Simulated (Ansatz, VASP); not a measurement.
# One calculation of Si3IrRu, two programs

```
CELL_PARAMETERS angstrom
3.73986 0.00000 0.00000
-1.86993 3.23881 0.00000
0.00000 0.00000 12.59480
ATOMIC_POSITIONS crystal
Si 0.66667 0.33333 0.44299
Si 0.66667 0.33333 0.05534
Si 0.00000 0.00000 0.24883
Si 0.33333 0.66667 0.55534
Si 0.33333 0.66667 0.94299
Si 0.00000 0.00000 0.74883
Ru 0.33333 0.66667 0.36182
Ru 0.66667 0.33333 0.86182
Ir 0.33333 0.66667 0.14103
Ir 0.66667 0.33333 0.64103
```

Alike in both runs: task single point; functional PBE; k mesh 6 × 6 × 2; occupations gaussian, width 0.2 eV; no spin polarisation.

```csv
,VASP,Ansatz
version,VASP 6.6.1,Ansatz 0.2.0
potentials or method,"VASP PAW PBE potentials, release 64 (Si, Ru_pv, Ir)","scalar-relativistic, plane waves, PAW"
plane-wave cutoff (eV),520,420
valence electrons in the cell,70,90
```

```tsv
	VASP	Ansatz	Ansatz less VASP
gap on the k mesh at the Fermi level (eV)	none	none	-
pressure (GPa)	0.0	-0.1	-0.11
largest component of the traceless stress (GPa)	0.34	0.36	+0.019
rms of the force components (eV/Å)	0.015	0.015	0.0000
```

Atom by atom the forces differ by 0.007 eV/Å (rms over components). A gap of «none» marks a metal or a gap that the smearing closes. The functional is the same, so the differences come from potentials, cutoffs and numerics. The two sets of potentials don't hold the same shells in valence.

The runs have no spin-orbit coupling, so splittings on Ir are missing.
